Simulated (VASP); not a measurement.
Calculation: PBE GGA, VASP's PBE PAW potentials (set 64) (plane waves; VASP).

A VASP calculation is set up with these files.

**INCAR**
```
SYSTEM = Ta2As
PREC = Accurate; ENCUT = 300; LREAL = .False.
LASPH = .True.
EDIFF = 1E-6; NELM = 100; ALGO = Normal
LMAXMIX = 6
ISMEAR = 0; SIGMA = 0.1
GGA = PE
IBRION = 2; NSW = 50; ISIF = 3
EDIFFG = -0.01
LWAVE = .False.; LCHARG = .False.
```

File KPOINTS:
```
kpoints
0
G
  4 4 3
0 0 0
```

POSCAR:
```
Ta2As
1
    4.2440640000     0.0000000000     0.0000000000
   -2.1220320000     3.6754670000     0.0000000000
    0.0000000000     0.0000000000     5.2001440000
As Ta
2 4
Direct
  0.3333330000   0.6666670000   0.2500000000
  0.6666670000   0.3333330000   0.7500000000
  0.0000000000   0.0000000000   0.0000000000
  0.0000000000   0.0000000000   0.5000000000
  0.3333330000   0.6666670000   0.7500000000
  0.6666670000   0.3333330000   0.2500000000
```

POTCAR, in this order: As Ta_pv (PBE.64 set). Program: vasp_std.

The resulting files:

### OSZICAR
```
...
DAV:  11    -0.448722069250E+02   -0.23086E-04   -0.12000E-04   688   0.369E-02    0.206E-02
DAV:  12    -0.448722003896E+02    0.65354E-05   -0.24656E-05   712   0.186E-02    0.745E-03
DAV:  13    -0.448721991164E+02    0.12733E-05   -0.12107E-05   656   0.985E-03    0.232E-03
DAV:  14    -0.448721991473E+02   -0.30931E-07   -0.13504E-06   408   0.385E-03
   2 F= -.44872199E+02 E0= -.44847384E+02  d E =0.719390E+01
       N       E                     dE             d eps       ncg     rms          rms(c)
DAV:   1    -0.119937641843E+03   -0.75065E+02   -0.18005E+03   512   0.292E+02    0.617E+01
DAV:   2    -0.693453710312E+02    0.50592E+02   -0.11401E+02   520   0.794E+01    0.227E+01
DAV:   3    -0.560995192496E+02    0.13246E+02   -0.39845E+01   600   0.454E+01    0.101E+01
DAV:   4    -0.561276258542E+02   -0.28107E-01   -0.43280E+00   592   0.103E+01    0.296E+00
DAV:   5    -0.559209470489E+02    0.20668E+00   -0.10469E+00   576   0.660E+00    0.172E+00
DAV:   6    -0.559269081510E+02   -0.59611E-02   -0.34921E-01   624   0.282E+00    0.139E+00
DAV:   7    -0.559195259387E+02    0.73822E-02   -0.83327E-02   608   0.117E+00    0.268E-01
DAV:   8    -0.559198399524E+02   -0.31401E-03   -0.28458E-03   608   0.275E-01    0.970E-02
DAV:   9    -0.559198381028E+02    0.18496E-05   -0.17460E-04   632   0.852E-02    0.169E-02
DAV:  10    -0.559198340635E+02    0.40394E-05   -0.31381E-05   576   0.187E-02    0.470E-03
DAV:  11    -0.559198329344E+02    0.11291E-05   -0.27138E-06   512   0.124E-02    0.201E-03
DAV:  12    -0.559198326813E+02    0.25307E-06   -0.97031E-07   392   0.536E-03
   3 F= -.55919833E+02 E0= -.55908770E+02  d E =-.385374E+01
       N       E                     dE             d eps       ncg     rms          rms(c)
DAV:   1    -0.564763173660E+02   -0.55648E+00   -0.13472E+01   520   0.305E+01    0.541E+00
DAV:   2    -0.561493275032E+02    0.32699E+00   -0.66048E-01   520   0.562E+00    0.209E+00
DAV:   3    -0.560731581109E+02    0.76169E-01   -0.29070E-01   616   0.356E+00    0.673E-01
DAV:   4    -0.560738540905E+02   -0.69598E-03   -0.35307E-02   608   0.820E-01    0.267E-01
DAV:   5    -0.560719869578E+02    0.18671E-02   -0.16028E-02   600   0.775E-01    0.254E-01
DAV:   6    -0.560722147085E+02   -0.22775E-03   -0.82909E-04   640   0.187E-01    0.154E-01
DAV:   7    -0.560720646047E+02    0.15010E-03   -0.58635E-04   632   0.106E-01    0.415E-02
DAV:   8    -0.560720592001E+02    0.54047E-05   -0.76733E-05   680   0.444E-02    0.724E-03
DAV:   9    -0.560720591218E+02    0.78280E-07   -0.22844E-06   480   0.955E-03
   4 F= -.56072059E+02 E0= -.56062636E+02  d E =-.400596E+01
       N       E                     dE             d eps       ncg     rms          rms(c)
DAV:   1    -0.561581477191E+02   -0.86089E-01   -0.24113E+00   520   0.131E+01    0.231E+00
DAV:   2    -0.561002687784E+02    0.57879E-01   -0.11648E-01   520   0.237E+00    0.897E-01
DAV:   3    -0.560867646771E+02    0.13504E-01   -0.50844E-02   616   0.150E+00    0.279E-01
DAV:   4    -0.560868347840E+02   -0.70107E-04   -0.57680E-03   584   0.318E-01    0.106E-01
DAV:   5    -0.560866066202E+02    0.22816E-03   -0.37803E-03   584   0.359E-01    0.145E-01
DAV:   6    -0.560865643761E+02    0.42244E-04   -0.23136E-04   616   0.877E-02    0.584E-02
DAV:   7    -0.560865476114E+02    0.16765E-04   -0.98784E-05   632   0.421E-02    0.153E-02
DAV:   8    -0.560865475515E+02    0.59948E-07   -0.68154E-06   568   0.144E-02
   5 F= -.56086548E+02 E0= -.56077751E+02  d E =-.402045E+01
       N       E                     dE             d eps       ncg     rms          rms(c)
DAV:   1    -0.560912724303E+02   -0.47248E-02   -0.19079E-01   520   0.371E+00    0.644E-01
DAV:   2    -0.560866554656E+02    0.46170E-02   -0.91578E-03   520   0.661E-01    0.251E-01
DAV:   3    -0.560856328028E+02    0.10227E-02   -0.39408E-03   616   0.415E-01    0.761E-02
DAV:   4    -0.560856356936E+02   -0.28908E-05   -0.39543E-04   584   0.826E-02    0.271E-02
DAV:   5    -0.560856302783E+02    0.54153E-05   -0.26572E-04   600   0.956E-02    0.406E-02
DAV:   6    -0.560856261482E+02    0.41301E-05   -0.20212E-05   592   0.249E-02    0.154E-02
DAV:   7    -0.560856252105E+02    0.93771E-06   -0.65925E-06   576   0.108E-02
   6 F= -.56085625E+02 E0= -.56076672E+02  d E =-.401953E+01
       N       E                     dE             d eps       ncg     rms          rms(c)
DAV:   1    -0.563542022956E+02   -0.26858E+00   -0.11325E+01   512   0.203E+01    0.254E+00
DAV:   2    -0.561889705959E+02    0.16523E+00   -0.45919E-01   648   0.417E+00    0.135E+00
DAV:   3    -0.561347653087E+02    0.54205E-01   -0.18693E-01   688   0.268E+00    0.560E-01
DAV:   4    -0.561282349867E+02    0.65303E-02   -0.46347E-02   656   0.142E+00    0.386E-01
DAV:   5    -0.561284304055E+02   -0.19542E-03   -0.27655E-03   592   0.378E-01    0.172E-01
DAV:   6    -0.561283932009E+02    0.37205E-04   -0.25662E-04   648   0.113E-01    0.166E-02
DAV:   7    -0.561283912639E+02    0.19370E-05   -0.43954E-05   656   0.364E-02    0.867E-03
DAV:   8    -0.561283911912E+02    0.72658E-07   -0.12699E-06   360   0.839E-03
   7 F= -.56128391E+02 E0= -.56121125E+02  d E =-.427660E-01
       N       E                     dE             d eps       ncg     rms          rms(c)
DAV:   1    -0.561292862563E+02   -0.89499E-03   -0.36371E-02   512   0.115E+00    0.149E-01
DAV:   2    -0.561287270001E+02    0.55926E-03   -0.16042E-03   664   0.271E-01    0.780E-02
DAV:   3    -0.561285578147E+02    0.16919E-03   -0.71088E-04   672   0.193E-01    0.355E-02
DAV:   4    -0.561285168458E+02    0.40969E-04   -0.18712E-04   664   0.909E-02    0.212E-02
DAV:   5    -0.561285166496E+02    0.19615E-06   -0.76823E-06   584   0.187E-02
   8 F= -.56128517E+02 E0= -.56121042E+02  d E =-.428914E-01
       N       E                     dE             d eps       ncg     rms          rms(c)
DAV:   1    -0.561285957770E+02   -0.78931E-04   -0.41798E-03   512   0.391E-01    0.498E-02
DAV:   2    -0.561285277370E+02    0.68040E-04   -0.17462E-04   656   0.896E-02    0.261E-02
DAV:   3    -0.561285107465E+02    0.16991E-04   -0.76529E-05   664   0.625E-02    0.115E-02
DAV:   4    -0.561285095680E+02    0.11785E-05   -0.20003E-05   656   0.299E-02    0.712E-03
DAV:   5    -0.561285099263E+02   -0.35825E-06   -0.74536E-07   280   0.627E-03
   9 F= -.56128510E+02 E0= -.56121113E+02  d E =-.428847E-01
       N       E                     dE             d eps       ncg     rms          rms(c)
DAV:   1    -0.561304426299E+02   -0.19331E-02   -0.67369E-02   520   0.217E+00    0.379E-01
DAV:   2    -0.561288770511E+02    0.15656E-02   -0.33358E-03   520   0.401E-01    0.147E-01
DAV:   3    -0.561284988687E+02    0.37818E-03   -0.13661E-03   624   0.247E-01    0.448E-02
DAV:   4    -0.561284920524E+02    0.68163E-05   -0.70360E-05   592   0.551E-02    0.224E-02
DAV:   5    -0.561284893174E+02    0.27350E-05   -0.22553E-05   616   0.300E-02    0.106E-02
DAV:   6    -0.561284886260E+02    0.69144E-06   -0.18115E-05   624   0.230E-02    0.102E-02
DAV:   7    -0.561284877803E+02    0.84566E-06   -0.33182E-06   480   0.851E-03
  10 F= -.56128488E+02 E0= -.56120940E+02  d E =0.221460E-04
       N       E                     dE             d eps       ncg     rms          rms(c)
DAV:   1    -0.561291390752E+02   -0.65045E-03   -0.18042E-02   520   0.113E+00    0.196E-01
DAV:   2    -0.561286930514E+02    0.44602E-03   -0.89720E-04   528   0.208E-01    0.761E-02
DAV:   3    -0.561286010488E+02    0.92003E-04   -0.36070E-04   624   0.127E-01    0.229E-02
DAV:   4    -0.561286002239E+02    0.82491E-06   -0.18439E-05   568   0.288E-02    0.118E-02
DAV:   5    -0.561286014130E+02   -0.11891E-05   -0.61803E-06   544   0.159E-02    0.553E-03
DAV:   6    -0.561286022956E+02   -0.88255E-06   -0.43991E-06   496   0.119E-02
  11 F= -.56128602E+02 E0= -.56121135E+02  d E =-.923693E-04
```

**OUTCAR**
```
------------------------ aborting loop because EDIFF is reached ----------------------------------------
  FORCE on cell =-STRESS in cart. coord.  units (eV):
  Direction    XX          YY          ZZ          XY          YZ          ZX
  --------------------------------------------------------------------------------------
  Total       -0.0114879     -0.0114879      0.0528202     -0.0000000      0.0000000      0.0000000
  in kB       -0.1784791     -0.1784790      0.8206306     -0.0000000      0.0000000      0.0000000
  external PRESSURE =       0.1545575 kB  Pullay stress =       0.0000000 kB
  volume of cell :      103.12
      direct lattice vectors                 reciprocal lattice vectors
     4.676914056  0.000000000  0.000000000     0.213816202  0.123446851 -0.000000000
    -2.338457028  4.050326070 -0.000000000    -0.000000000  0.246893703 -0.000000000
     0.000000000  0.000000000  5.443945356    -0.000000000  0.000000000  0.183690308
 POSITION                                       TOTAL-FORCE (eV/Angst)
 -----------------------------------------------------------------------------------
     -0.00000      2.70022      1.36099        -0.000000     -0.000000      0.000000
      2.33846      1.35011      4.08296         0.000000     -0.000000      0.000000
      0.00000      0.00000      0.00000        -0.000000     -0.000000      0.000000
      0.00000      0.00000      2.72197        -0.000000      0.000000      0.000000
     -0.00000      2.70022      4.08296        -0.000000      0.000000      0.000000
      2.33846      1.35011      1.36099         0.000000     -0.000000      0.000000
 -----------------------------------------------------------------------------------
    total drift:                               -0.000169      0.000098      0.000020
  FREE ENERGIE OF THE ION-ELECTRON SYSTEM (eV)
  ---------------------------------------------------
  free  energy   TOTEN  =       -56.1286022956 eV

  energy  without entropy=      -56.1136682794  energy(sigma->0) =      -56.12113529

 reached required accuracy - stopping structural energy minimisation
```
(Selected blocks of OUTCAR.)

### CONTCAR
```
Ta2As
   1.00000000000000
     4.6769140556030724    0.0000000000000000    0.0000000000000000
    -2.3384570278015362    4.0503260702253741   -0.0000000000000000
     0.0000000000000000    0.0000000000000000    5.4439453560780411
  As              Ta
     2     4
Direct
     0.3333330000000032    0.6666669999999968    0.2500000000000000
     0.6666669999999968    0.3333330000000032    0.7500000000000000
     0.0000000000000000    0.0000000000000000    0.0000000000000000
     0.0000000000000000    0.0000000000000000    0.5000000000000000
     0.3333330000000032    0.6666669999999968    0.7500000000000000
     0.6666669999999968    0.3333330000000032    0.2500000000000000
```

At this cut-off the stress carries a Pulay error, which pulls relaxed volumes low. Energy and stress use the plane-wave basis of the starting cell.

The structure was generated: Ta2As was put into an ordered model structure, which need not be its known phase. This run relaxes it. Symmetry was kept, so distortions that lower it aren't found. The k-mesh is coarse (spacing up to 0.39 per Å, 2π included), so the numbers may not be converged in it. The run is one of a series of settings (EDIFFG = -0.01, IBRION = 2, ISIF = 3, NSW = 50 against the base run), some of them coarse on purpose.
